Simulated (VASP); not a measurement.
Method: LDA (Ceperley-Alder, Perdew-Zunger), VASP's LDA PAW potentials (set 64) (plane waves; VASP 6.6.1).

A VASP calculation is set up with these files.

**INCAR**
```
SYSTEM = Li2O
PREC = Accurate
ENCUT = 620
EDIFF = 1E-6
NELM = 100
ALGO = Normal
LREAL = .FALSE.
LASPH = .TRUE.
ISMEAR = 0
SIGMA = 0.05
LWAVE = .FALSE.
LCHARG = .FALSE.
IBRION = 2
ISIF = 3
NSW = 40
EDIFFG = -0.02
PSTRESS = 450
```

### KPOINTS
```
Automatic mesh
0
Gamma
9 9 9
0 0 0
```

### POSCAR
```
Li2O
1.0
  0.0000000000   2.0923213435   2.0923213435
  2.0923213435   0.0000000000   2.0923213435
  2.0923213435   2.0923213435   0.0000000000
Li O
2 1
Direct
  0.2500000000   0.2500000000   0.2500000000
  0.7500000000   0.7500000000   0.7500000000
  0.0000000000   0.0000000000   0.0000000000
```

POTCAR, in this order: Li_sv O (LDA.64 set). Program: vasp_std.

**Question.** What will the output report for the number of irreducible k-points (NKPTS), largest plane-wave count, number of space-group operations, FFT grid (NGX, NGY, NGZ)?

**Answer.** 
```
Property                                      Result
--------------------------------------  ------------
number of irreducible k-points (NKPTS)            35
largest plane-wave count                         652
number of space-group operations                  48
FFT grid (NGX, NGY, NGZ)                24 × 24 × 24
```

The compound is Li2O in the antifluorite structure. This run relaxes it under an external pressure of 45 GPa. Symmetry was kept, so distortions that lower it aren't found.
